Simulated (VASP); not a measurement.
NaAl3, 4 atoms in the cell. It takes space group I4/mmm (No. 139, tetragonal). Conventional cell: a = 4.375 Å, b = 4.375 Å, c = 7.960 Å, α = 90.00°, β = 90.00°, γ = 90.00°. Around Al (site symmetry 4/mmm) lie 8 Al at 2.96 Å and 4 Na at 3.09 Å. Around Al (site symmetry -4m2) lie 8 Al at 2.96 to 3.09 Å and 4 Na at 2.96 Å. Na (site symmetry 4/mmm) has 12 Al at 2.96 to 3.09 Å as nearest neighbours. The cell comes from a database or a generator and needn't be the stable form of this composition.

- Program: VASP 6.6.1
- Task: single point
- Functional: PBE
- Potentials or basis: VASP PAW PBE potentials, release 64 (Al, Na_pv)
- Cutoff: 520 eV
- k mesh: 9 × 9 × 9
- Occupations: fermi-dirac, width 0.05 eV
- Spin: no spin polarisation
- Further INCAR settings: ALGO = Normal; EDIFF = 1e-07; NBANDS = 16

Potentials or basis: VASP PAW PBE potentials, release 64 (Al, Na_pv).

Launch:

```console
$ cat potpaw_PBE.64/Al/POTCAR potpaw_PBE.64/Na_pv/POTCAR > POTCAR
$ mpirun -np 1 vasp_std > vasp.out
```

Hardware: 1 thread of Intel(R) Xeon(R) Platinum 8488C (Sapphire Rapids), on a shared host.

Task: How long does it take, and how much memory?

Result: It took 89 s on 1 thread of Intel(R) Xeon(R) Platinum 8488C (Sapphire Rapids), on a shared host, peak memory 0.26 GiB. Counts: scf iterations 13, k points 75.
